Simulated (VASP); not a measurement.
Data:

```yaml
crystal:
  lattice:
    - [0.00000, 2.31506, 2.31506]
    - [2.31506, 0.00000, 2.31506]
    - [2.31506, 2.31506, 0.00000]
  atoms:
    - { symbol: Hf, position: [0.00000, 0.00000, 0.00000] }
    - { symbol: C, position: [0.50000, 0.50000, 0.50000] }
```

Computed with vdW-DF2, VASP's PBE PAW potentials (set 64) (plane waves; VASP 6.6.1). Numerical set-up: 520 eV cut-off, 13×13×13 Γ-centred mesh, first-order Methfessel-Paxton smearing of 0.10 eV, potentials Hf_pv C.

Unless said otherwise, spin-orbit coupling is left out, though it shifts the bands of the heavy elements here.

**Question.** What does the run give for the energy per atom (σ→0), pressure, band gap (on the k-mesh) with the smallest direct gap where there is one?

**Answer.** 
```yaml
band gap (on the k-mesh): none (metal, semimetal or under 0.01 eV)
energy per atom (σ→0): -7.953 eV/atom
pressure: 15.18 GPa
```

Only differences to runs with the same potentials and settings are physical.

The compound is HfC in the rock salt structure. This cell is one point of a volume scan, at 0.94 of the reference volume.
